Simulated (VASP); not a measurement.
```xyz
2
Lattice="2.9471 0.0000 0.0000 0.0000 2.9471 0.0000 0.0000 0.0000 2.9471" Properties=species:S:1:pos:R:3 pbc="T T T"
Zn     1.4735     1.4735     1.4735
Cu     0.0000     0.0000     0.0000
```

The numbers are results of TPSS meta-GGA, VASP's PBE PAW potentials (set 64) (plane waves; VASP 6.6.1), not measurements. Run with 520 eV cut-off, 12×12×12 Γ-centred mesh, first-order Methfessel-Paxton smearing of 0.10 eV, potentials Zn Cu.

Question: Give the stress tensor in GPa (positive for a compressed cell).

Answer: 
```
-3.41   0.00   0.00
 0.00  -3.41   0.00
 0.00   0.00  -3.41
```
The pressure is its mean diagonal, -3.41 GPa.

The compound is CuZn in the CsCl type structure. This cell is one point of a volume scan, at 1.03 of the reference volume. The electron count is odd and the run is not spin-polarised, which forces a metal.
